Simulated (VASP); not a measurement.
Output of a VASP run:

OSZICAR:
```
       N       E                     dE             d eps       ncg     rms          rms(c)
DAV:   1     0.718199160989E+02    0.71820E+02   -0.47324E+03  1344   0.781E+02
DAV:   2    -0.256786856236E+01   -0.74388E+02   -0.68970E+02  1952   0.140E+02
DAV:   3    -0.781085853647E+01   -0.52430E+01   -0.52247E+01  1688   0.447E+01
DAV:   4    -0.790610717706E+01   -0.95249E-01   -0.95223E-01  1824   0.761E+00
DAV:   5    -0.790739728185E+01   -0.12901E-02   -0.12901E-02  1712   0.865E-01    0.387E+00
DAV:   6    -0.777598416121E+01    0.13141E+00   -0.14996E-01  1464   0.215E+00    0.269E+00
DAV:   7    -0.774996520971E+01    0.26019E-01   -0.14479E-01  1508   0.214E+00    0.743E-01
DAV:   8    -0.774816038104E+01    0.18048E-02   -0.10132E-02  1520   0.617E-01    0.248E-01
DAV:   9    -0.774830803746E+01   -0.14766E-03   -0.10927E-03  1680   0.241E-01    0.962E-02
DAV:  10    -0.774829530727E+01    0.12730E-04   -0.30870E-05  1604   0.473E-02    0.457E-02
DAV:  11    -0.774829979498E+01   -0.44877E-05   -0.15690E-05  1584   0.301E-02    0.284E-02
DAV:  12    -0.774830055374E+01   -0.75877E-06   -0.10088E-06  1192   0.737E-03
   1 F= -.77483006E+01 E0= -.77479858E+01  d E =-.629411E-03
```

### OUTCAR
```
------------------------ aborting loop because EDIFF is reached ----------------------------------------
  FORCE on cell =-STRESS in cart. coord.  units (eV):
  Direction    XX          YY          ZZ          XY          YZ          ZX
  --------------------------------------------------------------------------------------
  Total        0.1398390     -0.1371408      0.1273154      0.0090351      0.0181889      0.1187837
  in kB        2.1218184     -2.0808778      1.9317939      0.1370928      0.2759857      1.8023407
  external PRESSURE =       0.6575782 kB  Pullay stress =       0.0000000 kB
  volume of cell :      105.59
      direct lattice vectors                 reciprocal lattice vectors
     2.081804000 -3.658956000  0.000000000     0.240176309 -0.136651001  0.000000000
     2.081804000  3.658956000  0.000000000     0.240176309  0.136651001  0.000000000
     0.000000000  0.000000000  6.931123000     0.000000000  0.000000000  0.144276764
 POSITION                                       TOTAL-FORCE (eV/Angst)
 -----------------------------------------------------------------------------------
      0.00000      0.00000      0.00000         0.054098      0.003994      0.005756
      2.08180      1.21965      1.67733         0.014096      0.000247     -0.094759
      2.13026     -1.21965      5.25379        -0.068194     -0.004241      0.089004
 -----------------------------------------------------------------------------------
    total drift:                                0.000044      0.000081      0.000024
  FREE ENERGIE OF THE ION-ELECTRON SYSTEM (eV)
  ---------------------------------------------------
  free  energy   TOTEN  =        -7.7483005537 eV

  energy  without entropy=       -7.7476711428  energy(sigma->0) =       -7.74798585
```
(Selected blocks of OUTCAR.)

POSCAR:
```
MgI2
1
    2.0818040000    -3.6589560000     0.0000000000
    2.0818040000     3.6589560000     0.0000000000
    0.0000000000     0.0000000000     6.9311230000
Mg I
1 2
Direct
  0.0000000000   0.0000000000   0.0000000000
  0.3333330000   0.6666670000   0.2420000000
  0.6783050000   0.3449710000   0.7580000000
```

Q: Reconstruct the remaining input files.

A: One answer among several that fit: the input of the run itself, PBE GGA, plane waves, VASP's PBE PAW potentials (set 64).

### INCAR
```
ENCUT  =  400
SYSTEM  =  MgI2
ISIF  =  2   ! forces and stress, cell fixed
LWAVE  =  .False.
LMAXMIX  =  4
PREC  =  Accurate
GGA  =  PE   ! PBE
SIGMA  =  0.05
ALGO  =  Normal   ! blocked Davidson
NELM  =  100   ! most electronic steps
LASPH  =  .True.
LREAL  =  .False.   ! projection in real space or not
LCHARG  =  .False.
ISMEAR  =  0   ! Gaussian
EDIFF  =  1E-6   ! SCF stop (eV)
NELECT  =  15.98
```

File KPOINTS:
```
Automatic mesh
0
Gamma
6 6 3
0 0 0
```

POTCAR, in this order: Mg I (PBE.64 set). Program: vasp_std.

The cell is charged, with a uniform compensating background.

The compound is MgI2 in the 1T layered structure. The cell was not relaxed at this level, atoms are displaced from their ideal sites. The k-mesh is coarse (spacing up to 0.30 per Å, 2π included), so the numbers may not be converged in it. The run is one of a series of settings (NELECT = 15.98 against the base run), some of them coarse on purpose.
